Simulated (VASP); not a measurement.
Consider the following.

```
CuZn
1.0
    2.95000     0.00000     0.00000
    0.00000     2.95000     0.00000
    0.00000     0.00000     2.95000
Zn Cu
1 1
Direct
  0.50000   0.50000   0.50000
  0.00000   0.00000   0.00000
```

Method: PBE GGA, VASP's PBE PAW potentials (set 64) (plane waves; VASP). Numerical set-up: 300 eV cut-off, 11×11×11 Γ-centred mesh, Gaussian smearing of 0.050 eV, potentials Zn Cu.

Predict the energy per atom (σ→0), band gap (on the k-mesh) with the smallest direct gap where there is one.

| Item | Value |
|---|---|
| band gap (on the k-mesh) | none (metal, semimetal or under 0.01 eV) |
| energy per atom (σ→0) | -2507 meV/atom |

Only differences to runs with the same potentials and settings are physical.

The structure is a typed CuZn crystal (Pm-3m). The cell was not relaxed at this level. The electron count is odd and the run is not spin-polarised, which forces a metal.
